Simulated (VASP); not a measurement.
An input for Quantum ESPRESSO's pw.x (written as the equivalent of a VASP run, and not itself run):

```
&CONTROL
  calculation = 'vc-relax'
  pseudo_dir = './pseudo'
  outdir = './out'
  tprnfor = .true.
  tstress = .true.
  nstep = 60
  forc_conv_thr = 0.00078
/
&SYSTEM
  ibrav = 0
  nat = 3
  ntyp = 2
  ecutwfc = 86
  occupations = 'smearing'
  smearing = 'gaussian'
  degauss = 0.003675
  input_dft = 'vdw-df-cx'
/
&ELECTRONS
  conv_thr = 7.3e-08
  electron_maxstep = 100
/
&IONS
/
&CELL
/
ATOMIC_SPECIES
  Zr 91.224 Zr.upf
  Se 78.971 Se.upf
CELL_PARAMETERS angstrom
     1.8755563   -3.2485590    0.0000000
     1.8755563    3.2485590   -0.0000000
    -0.0000000    0.0000000    6.1595067
ATOMIC_POSITIONS crystal
  Zr   0.0000000  1.0000000  1.0000000
  Se   0.3333330  0.6666670  0.2558554
  Se   0.6666670  0.3333330  0.7441446
K_POINTS automatic
  6 6 4 0 0 0
```

Q: Write the VASP files for the same calculation (vdW-DF-cx).

A: This is not unique; one that fits is 
### KPOINTS
```
Automatic mesh
0
Gamma
  6 6 4
0 0 0
```

**POSCAR**
```
ZrSe2
1.0
  1.8755562595  -3.2485589582   0.0000000000
  1.8755562595   3.2485589582   0.0000000000
  0.0000000000   0.0000000000   6.1595067171
Zr Se
1 2
Cartesian
  1.8755562595   3.2485589582   6.1595067171
  1.8755562595   1.0828551518   1.5759429126
  1.8755562595  -1.0828551518   4.5835638045
```

INCAR:
```
! general
SYSTEM   = ZrSe2
PREC     = Accurate
ENCUT    = 520
LREAL    = .False.
LASPH    = .True.

! electronic loop
EDIFF    = 1E-6
NELM     = 100
ALGO     = Normal
LMAXMIX  = 4

! smearing
ISMEAR   = 0
SIGMA    = 0.05

! functional
GGA      = CX
LUSE_VDW = .True.
AGGAC    = 0.0

! ions
IBRION   = 2
NSW      = 60
ISIF     = 3
EDIFFG   = -0.02

! output
LWAVE    = .False.
LCHARG   = .False.
```

POTCAR, in this order: Zr_sv Se (PBE.64 set). Program: vasp_std.

Limits of the translation: the potentials are each code's own (VASP's PAW set, PseudoDojo norm-conserving files in pw.x), so ENCUT and ecutwfc are chosen apart and not converted; conv_thr bounds pw.x's estimated SCF error, while EDIFF bounds the energy change between steps; forc_conv_thr acts on force components and is met together with etot_conv_thr.

The compound is ZrSe2 in the 1T layered structure. This run relaxes it. Symmetry was kept, so distortions that lower it aren't found. The start is the result of an earlier pass.
